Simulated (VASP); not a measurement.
```
CELL_PARAMETERS angstrom
      3.96797     0.00000     0.00000
      0.00000     3.96797     0.00000
      0.00000     0.00000     3.96797
ATOMIC_POSITIONS crystal
  Dy 0.00000 0.00000 0.00000
  Sc 0.50000 0.50000 0.50000
  O  0.00000 0.50000 0.50000
  O  0.50000 0.50000 0.00000
  O  0.50000 0.00000 0.50000
```

Calculation: PBEsol GGA, VASP's PBE PAW potentials (set 64) (plane waves; VASP 6.6.1). Settings: 520 eV cut-off, Gaussian smearing of 0.050 eV, potentials Dy_3 Sc_sv O.

The 4f electrons are frozen in the core of the lanthanide potential, so 4f levels, which can set the real gap, and their magnetism are missing.

Task: Predict the band gap (along the path) with the smallest direct gap where there is one.

Result: 
The band gap (along the path) comes out as 2.42 eV and the smallest direct gap (along the path) comes out as 2.42 eV.

The absolute energy has meaning only against runs of the same code, potentials and settings.

The structure was generated: DyScO3 was put into the cubic-perovskite type (Pm-3m), which need not be its known phase. It was relaxed first, which changed the volume by +7 %.
